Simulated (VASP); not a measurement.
Computed with SCAN meta-GGA, VASP's PBE PAW potentials (set 64) (plane waves; VASP 6.6.1).

Input for VASP

**INCAR**
```
# general
SYSTEM   =  Se
PREC     =  Accurate
ENCUT    =  520
LREAL    =  F
LASPH    =  T

# electronic loop
EDIFF    =  1E-7
NELM     =  100
ALGO     =  Normal
LMAXMIX  =  4
LMIXTAU  =  T

# smearing
ISMEAR   =  0
SIGMA    =  0.05

# functional
METAGGA  =  SCAN

# ions
IBRION   =  2
NSW      =  30
ISIF     =  4
EDIFFG   =  -0.01

# output
LWAVE    =  F
LCHARG   =  F
```

**KPOINTS**
```
Regular mesh
0
G
6 6 5
0 0 0
```

POSCAR:
```
Se
1
    2.2047339075    -3.8187111305     0.0000000000
    2.2047339075     3.8187111305     0.0000000000
    0.0000000000     0.0000000000     5.0180133321
Se
3
Direct
  0.0000000000   0.2215934788   0.6666670000
  0.7784065212   0.7784065212   0.0000000000
  0.2215934788   0.0000000000   0.3333330000
```

POTCAR, in this order: Se (PBE.64 set). Program: vasp_std.

Question: What will the output report for the number of irreducible k-points (NKPTS), largest plane-wave count, number of space-group operations, FFT grid (NGX, NGY, NGZ)?

Answer: 
| Quantity | Result |
|---|---|
| number of irreducible k-points (NKPTS) | 27 |
| largest plane-wave count | 2293 |
| number of space-group operations | 6 |
| FFT grid (NGX, NGY, NGZ) | 36 × 36 × 40 |

The compound is Se in the trig structure. This run relaxes it. Symmetry was kept, so distortions that lower it aren't found.
